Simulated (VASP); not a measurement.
Method: vdW-DF-cx, VASP's PBE PAW potentials (set 64) (plane waves; VASP).

VASP ran on this input.

### INCAR
```
SYSTEM = MoSi2
PREC = Accurate
ENCUT = 520
EDIFF = 1E-7
NELM = 100
ALGO = Normal
LREAL = .FALSE.
LASPH = .TRUE.
ISMEAR = -5
GGA = CX
LUSE_VDW = .TRUE.
AGGAC = 0.0
LMAXMIX = 4
LWAVE = .FALSE.
LCHARG = .TRUE.
LORBIT = 11
NEDOS = 601
ISIF = 2
LEFG = .TRUE.
```

**KPOINTS**
```
Automatic mesh
0
Gamma
15 15 15
0 0 0
```

### POSCAR
```
MoSi2
1.0
 -1.6016367273   1.6016367273   3.9238044737
  1.6016367273  -1.6016367273   3.9238044737
  1.6016367273   1.6016367273  -3.9238044737
Si Mo
2 1
direct
  0.6648844380   0.6648844380   0.0000000000
  0.3351155620   0.3351155620   0.0000000000
  0.0000000000   0.0000000000   0.0000000000
```

POTCAR, in this order: Si Mo_sv (PBE.64 set). Program: vasp_std.

What VASP printed:

OSZICAR:
```
       N       E                     dE             d eps       ncg     rms          rms(c)
DAV:   1     0.127178867539E+03    0.12718E+03   -0.11457E+04  8648   0.139E+03
DAV:   2    -0.166404067304E+02   -0.14382E+03   -0.14245E+03 10593   0.337E+02
DAV:   3    -0.196158299685E+02   -0.29754E+01   -0.29580E+01 11622   0.439E+01
DAV:   4    -0.196302016346E+02   -0.14372E-01   -0.14306E-01  9711   0.355E+00
DAV:   5    -0.196303221649E+02   -0.12053E-03   -0.12063E-03 11853   0.309E-01    0.220E+01
DAV:   6    -0.189097209912E+02    0.72060E+00   -0.70814E+00 10026   0.183E+01    0.500E+00
DAV:   7    -0.187911695497E+02    0.11855E+00   -0.10883E+00  9769   0.669E+00    0.469E+00
DAV:   8    -0.187571021781E+02    0.34067E-01   -0.11943E-01 10306   0.289E+00    0.429E-01
DAV:   9    -0.187565057788E+02    0.59640E-03   -0.22678E-03 10705   0.420E-01    0.242E-01
DAV:  10    -0.187564885377E+02    0.17241E-04   -0.67820E-04 10467   0.240E-01    0.583E-02
DAV:  11    -0.187564734088E+02    0.15129E-04   -0.22086E-04 10635   0.118E-01    0.371E-02
DAV:  12    -0.187564752196E+02   -0.18108E-05   -0.29804E-05  9803   0.398E-02    0.798E-03
DAV:  13    -0.187564744056E+02    0.81398E-06   -0.69500E-07 10544   0.744E-03    0.207E-03
DAV:  14    -0.187564743707E+02    0.34920E-07   -0.21954E-08  5797   0.110E-03
   1 F= -.18756474E+02 E0= -.18756474E+02  d E =0.000000E+00
```

OUTCAR:
```
------------------------ aborting loop because EDIFF is reached ----------------------------------------
  FORCE on cell =-STRESS in cart. coord.  units (eV):
  Direction    XX          YY          ZZ          XY          YZ          ZX
  --------------------------------------------------------------------------------------
  Total        0.0042547      0.0042547     -0.0166972      0.0000000      0.0000000     -0.0000000
  in kB        0.1693091      0.1693091     -0.6644461      0.0000000      0.0000000     -0.0000000
  external PRESSURE =      -0.1086093 kB  Pullay stress =       0.0000000 kB
  volume of cell :       40.26
      direct lattice vectors                 reciprocal lattice vectors
    -1.601636727  1.601636727  3.923804474     0.000000000  0.312180653  0.127427348
     1.601636727 -1.601636727  3.923804474     0.312180653  0.000000000  0.127427348
     1.601636727  1.601636727 -3.923804474     0.312180653  0.312180653  0.000000000
 POSITION                                       TOTAL-FORCE (eV/Angst)
 -----------------------------------------------------------------------------------
      0.00000      0.00000      5.21775         0.000000      0.000000     -0.026936
      0.00000      0.00000      2.62986        -0.000000     -0.000000      0.026936
      0.00000      0.00000      0.00000        -0.000000     -0.000000      0.000000
 -----------------------------------------------------------------------------------
    total drift:                                0.000000      0.000000     -0.000000
  FREE ENERGIE OF THE ION-ELECTRON SYSTEM (eV)
  ---------------------------------------------------
  free  energy   TOTEN  =       -18.7564743707 eV

  energy  without entropy=      -18.7564743707  energy(sigma->0) =      -18.75647437

 total charge

# of ion       s       p       d       tot
------------------------------------------
    1        0.743   0.880   0.000   1.623
    2        0.743   0.880   0.000   1.623
    3        2.287   6.207   4.199  12.693
--------------------------------------------------
tot          3.774   7.966   4.199  15.939

 Electric field gradients after diagonalization (V/A^2)
 (convention: |V_zz| > |V_xx| > |V_yy|)
----------------------------------------------------------------------
 ion       V_xx      V_yy      V_zz     asymmetry (V_yy - V_xx)/ V_zz
----------------------------------------------------------------------
   1       5.745     5.745   -11.489       0.000
   2       5.745     5.745   -11.489       0.000
   3      30.547    30.546   -61.093       0.000
```
(Selected blocks of OUTCAR.)

For a metal the tetrahedron method with Blöchl corrections gives inexact stress and forces.

The compound is MoSi2 in the MoSi2 type structure. It was relaxed first.
